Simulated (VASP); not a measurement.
Crystal: OScCl2H, in a box.

```
CELL_PARAMETERS angstrom
12.00000 0.00000 0.00000
0.00000 14.00000 0.00000
0.00000 0.00000 12.00000
ATOMIC_POSITIONS crystal
O 0.59321 0.59769 0.56527
Sc 0.53518 0.48181 0.52658
Cl 0.62035 0.34491 0.58852
Cl 0.37841 0.47597 0.41714
H 0.62375 0.65809 0.58573
```

Base run:

| Quantity | Value |
| --- | --- |
| Program | VASP 6.6.1 |
| Functional | PBE |
| Potentials or basis | VASP PAW PBE potentials, release 64 (O, Sc_sv, Cl, H) |
| Cutoff | 520 eV |
| k mesh | 1 × 1 × 1 |
| Occupations | gaussian, width 0.01 eV |
| Spin | no spin polarisation |

Its results: gap between the frontier levels 3.91 eV; largest force 0.633 eV/Å.

Task: The run is repeated on the same cell with these changes: functional from PBE to BLYP. What comes out?

Result: Gap between the frontier levels 3.73 eV; largest force 0.693 eV/Å.

Caveats: the PAW data sets were made with another functional, which shifts forces and pressure a little (some runs).

A k mesh can miss the band edges.

Not every run made on this cell is shown here.
